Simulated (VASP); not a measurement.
Wanted: the native input for a VASP 6.6.1 run.

```
Task                   : single point
Functional             : PBE
Potentials or basis    : VASP PAW PBE potentials, release 64 (Co, Ce, H)
Cutoff                 : 520 eV
k mesh                 : 5 × 5 × 2
Occupations            : fermi-dirac, width 0.0127 eV
Spin                   : collinear spin, twin_end start
Starting moments       : [-0.17, -0.17, 0.51, 0.51, 0.51, 0.51, -0.0, -0.0] μB
Dipole correction      : no
Further INCAR settings : ALGO = Normal; EDIFF = 1e-07; NBANDS = 48
```

The structure of Ce2CoH lies in POSCAR:

```
Ce2CoH
1.0
    1.9842744204      3.4368641123      0.0000000000
   -1.9842744204      3.4368641123      0.0000000000
    0.0000000000      0.0000000000     14.6229716023
Co Ce H
2 4 2
Direct
    0.0000000000      0.0000000000      0.0000000000
    0.0000000000      0.0000000000      0.5000000000
    0.3333333333      0.3333333333      0.0969459210
    0.6666666667      0.6666666667      0.5969459210
    0.3333333333      0.3333333333      0.4030540790
    0.6666666667      0.6666666667      0.9030540790
    0.3333333333      0.3333333333      0.2500000000
    0.6666666667      0.6666666667      0.7500000000
```

The cell was built by a generator and needn't be a form met in nature.

One way to write it, as run:

INCAR

```
PREC = Accurate ; ENCUT = 520
EDIFF = 1E-7 ; ISMEAR = -1
SIGMA = 0.0127 ; LREAL = F
LASPH = T ; NELM = 150
ALGO = Normal ; ISIF = 2
LWAVE = F ; LCHARG = T
ISPIN = 2 ; MAGMOM = -0.17 -0.17 0.51 0.51 0.51 0.51 0 0
LORBIT = 11 ; LMAXMIX = 6
GGA = PE ; LELF = T
LVHAR = T ; NBANDS = 48
```

KPOINTS

```
Automatic mesh
0
Gamma
  5 5 2
```

Potentials or basis: VASP PAW PBE potentials, release 64 (Co, Ce, H).

The run is started by

```console
$ cat potpaw_PBE.64/Co/POTCAR potpaw_PBE.64/Ce/POTCAR potpaw_PBE.64/H/POTCAR > POTCAR
$ mpirun -np 1 vasp_std > vasp.out
```

Results of the run:

* Pressure: -0.2 GPa
* Largest force: 0.013 eV/Å
* Band gap on the k mesh: none (metal or under the smearing width)
* Net moment: 2.08 μB per cell
* Site moments: Co -0.15; Ce +0.53; H -0.00 μB
* Valence electrons inside the program's atomic spheres: Co 8.39; Ce 9.72; H 0.55

Caveat: the k mesh is coarse (spacing up to 0.37 Å⁻¹), so the values aren't converged; the magnetic or orbital state may not be the lowest; spin-orbit coupling is left out, which moves the levels of the heavy elements; without U or exact exchange the open f shell lies at the Fermi level, which spoils levels, moments and volumes.

Wall time 7.7 min on 1 thread of Intel(R) Xeon(R) Platinum 8488C (Sapphire Rapids) (shared host), peak memory 0.46 GiB.
